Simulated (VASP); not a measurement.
SnO (relaxed from the zinc blende structure, space group F-43m): computed properties

Level of theory: PBE GGA, VASP's PBE PAW potentials (set 64) (plane waves; VASP 6.6.1).

For SnO, the space group comes out as F-43m (216). The cell is a = b = c = 5.4776 Å, α = β = γ = 90.00°, the volume per atom is 20.54 Å^3/atom and the band gap (over mesh and band path) is none (metal, semimetal or under 0.01 eV). The density is 5.44 g/cm³.

```
SnO
1.0
    0.00000     2.73879     2.73879
    2.73879     0.00000     2.73879
    2.73879     2.73879     0.00000
Sn O
1 1
Direct
  0.00000   0.00000   0.00000
  0.25000   0.25000   0.25000
```

Unless said otherwise, spin-orbit coupling is left out, though it shifts the bands of the heavy elements here.

The structure was generated: SnO was put into the zinc blende type (F-43m), which need not be its known phase. It was relaxed first, which changed the volume by +55 %. Symmetry was kept, so distortions that lower it aren't found.
